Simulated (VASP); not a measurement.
Consider the following.

```yaml
crystal:
  lattice:
    - [0.00000, 2.70500, 2.70500]
    - [2.70500, 0.00000, 2.70500]
    - [2.70500, 2.70500, 0.00000]
  atoms:
    - { symbol: Si, position: [0.25000, 0.25000, 0.25000] }
    - { symbol: Si, position: [0.75000, 0.75000, 0.75000] }
    - { symbol: Ni, position: [0.00000, 0.00000, 0.00000] }
```

Calculation: PBE GGA, VASP's PBE PAW potentials (set 64) (plane waves; VASP). Numerical set-up: 400 eV cut-off, KSPACING 0.3 per Å, first-order Methfessel-Paxton smearing of 0.10 eV, potentials Si Ni.

Q: Give the stress tensor in GPa (positive for a compressed cell).

A: 
```
2.37  0.00  0.00
0.00  2.37  0.00
0.00  0.00  2.37
```
The pressure is its mean diagonal, 2.37 GPa.

The compound is NiSi2 in the fluorite structure. The cell was not relaxed at this level. The run is one of a series of settings (KGAMMA = .FALSE., KSPACING = 0.3, KPOINTS file removed against the base run), some of them coarse on purpose. The run is not spin-polarised, so no magnetic state was tried.
